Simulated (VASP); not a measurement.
Consider the following.

```
CELL_PARAMETERS angstrom
      0.00000     2.04000     2.04000
      2.04000     0.00000     2.04000
      2.04000     2.04000     0.00000
ATOMIC_POSITIONS crystal
  Au 0.00000 0.00000 0.00000
```

The numbers are results of rev-vdW-DF2, VASP's PBE PAW potentials (set 64) (plane waves; VASP), not measurements. Numerical set-up: 520 eV cut-off, 14×14×14 Γ-centred mesh, first-order Methfessel-Paxton smearing of 0.10 eV, potentials Au.

Energy and stress use the plane-wave basis of the starting cell.

Question: The ions, cell shape and volume are relaxed. Give the cell that the relaxation ends in.

Answer: 
```
CELL_PARAMETERS angstrom
      0.00000     2.06119     2.06119
      2.06119     0.00000     2.06119
      2.06119     2.06119     0.00000
ATOMIC_POSITIONS crystal
  Au 0.00000 0.00000 0.00000
```
Space group Fm-3m (225), at a tolerance of 0.03 Å.

Question: How do energy and volume change from the first to the last step?

Answer: The energy (σ→0) changes by -8.5 meV/atom and the volume by +3.1 %, in 3 ionic steps.

```json
[
 {"step": "1", "E(σ→0) (eV)": "-1.0141", "max force (eV/Å)": "0.000", "pressure (GPa)": "5.34", "volume (Å³)": "16.98"},
 {"step": "2", "E(σ→0) (eV)": "-1.0023", "max force (eV/Å)": "0.000", "pressure (GPa)": "-6.71", "volume (Å³)": "18.41"},
 {"step": "3", "E(σ→0) (eV)": "-1.0227", "max force (eV/Å)": "0.000", "pressure (GPa)": "-0.07", "volume (Å³)": "17.51"}
]
```

The compound is Au in the fcc structure. This run relaxes it. Symmetry was kept, so distortions that lower it aren't found.
